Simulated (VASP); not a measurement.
An input for Ansatz (written as the equivalent of a VASP run, and not itself run):

Ansatz 0.2 input:
```yaml
crystal:
  lattice:
    - [-2.5100000, 2.5100000, 2.5100000]
    - [2.5100000, -2.5100000, 2.5100000]
    - [2.5100000, 2.5100000, -2.5100000]
  atoms:
    - { symbol: Ba, position: [0.0000000, 0.0000000, 0.0000000] }
kpoints:
  mp_grid: { grid: [9, 9, 9] }
hamiltonian:
  xc: pbe
  dispersion: d4
  pseudopotentials: { kind: paw }
scf:
  occupations: { method: methfessel_paxton, width: 0.1 }
  max_iter: 100
relax:
  max_steps: 60
  f_tol: 0.01
  cell: {}
output: { forces: true, stress: true, eigenvalues: true }
```

Q: Translate this input to VASP (INCAR, KPOINTS, POSCAR, choice of POTCAR).

A: One answer among several that fit: 
POSCAR:
```
Ba
1.0
 -2.5100000000   2.5100000000   2.5100000000
  2.5100000000  -2.5100000000   2.5100000000
  2.5100000000   2.5100000000  -2.5100000000
Ba
1
Cartesian
  0.0000000000   0.0000000000   0.0000000000
```

INCAR:
```
ALGO = Normal
EDIFF = 1E-6
EDIFFG = -0.01
ENCUT = 520
GGA = PE
IBRION = 2
ISIF = 3
ISMEAR = 1
IVDW = 13
LASPH = T
LCHARG = F
LMAXMIX = 4
LREAL = F
LWAVE = F
NELM = 100
NSW = 60
PREC = Accurate
SIGMA = 0.1
SYSTEM = Ba
```

### KPOINTS
```
kpoints
0
G
9 9 9
```

POTCAR, in this order: Ba_sv (PBE.64 set). Program: vasp_std.

Limits of the translation: each code has its own PAW files, so the cut-off isn't converted (ENCUT is set for VASP's; basis.ecutwfc is left out, and Ansatz then takes the one that its files recommend); Ansatz stops its SCF on the density residual and VASP on the energy change (EDIFF).

The compound is Ba in the bcc structure. This run relaxes it. Symmetry was kept, so distortions that lower it aren't found.
